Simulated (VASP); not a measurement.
Consider the following.

```
CELL_PARAMETERS angstrom
      4.21743     0.00000     0.00000
     -2.10872     3.65241     0.00000
      0.00000     0.00000     6.79659
ATOMIC_POSITIONS crystal
  Mg 0.66667 0.33333 0.49821
  Mg 0.33333 0.66667 0.99821
  Se 0.66667 0.33333 0.87679
  Se 0.33333 0.66667 0.37679
```

All values below come from PBEsol GGA with spin-orbit coupling, VASP's PBE PAW potentials (set 64) (plane waves; VASP 6.6.1). Settings: 400 eV cut-off, 6×6×3 Γ-centred mesh, Gaussian smearing of 0.050 eV, potentials Mg Se.

Task: Give the energies of bands 7 to 20 at the high-symmetry points, in eV from the valence-band maximum.

Result: 
| band | Γ | M | K | A | L | H |
|---|---|---|---|---|---|---|
| 7 | -0.74 | -2.69 | -2.61 | -2.17 | -3.31 | -2.96 |
| 8 | -0.74 | -2.69 | -2.59 | -2.17 | -3.31 | -2.96 |
| 9 | -0.51 | -2.07 | -2.47 | -0.53 | -1.08 | -2.21 |
| 10 | -0.51 | -2.07 | -2.47 | -0.53 | -1.08 | -2.21 |
| 11 | -0.41 | -1.33 | -1.58 | -0.53 | -1.08 | -2.05 |
| 12 | -0.41 | -1.33 | -1.58 | -0.53 | -1.08 | -2.05 |
| 13 | -0.05 | -1.11 | -1.55 | -0.29 | -0.87 | -0.70 |
| 14 | -0.05 | -1.11 | -1.47 | -0.29 | -0.87 | -0.70 |
| 15 | 0.00 | -0.53 | -1.41 | -0.29 | -0.87 | -0.64 |
| 16 | 0.00 | -0.53 | -1.41 | -0.29 | -0.87 | -0.64 |
| 17 | 2.43 | 3.95 | 4.13 | 3.97 | 3.83 | 4.83 |
| 18 | 2.43 | 3.95 | 4.13 | 3.97 | 3.83 | 4.83 |
| 19 | 3.72 | 4.46 | 6.57 | 3.97 | 3.83 | 4.83 |
| 20 | 3.72 | 4.46 | 6.57 | 3.97 | 3.83 | 4.83 |

The gap is direct, 2.43 eV, from the valence maximum at Γ to the conduction minimum at Γ.

The structure comes from a computed database's MgSe entry (P6_3mc); how it stands against other phases isn't given here. It was relaxed first.
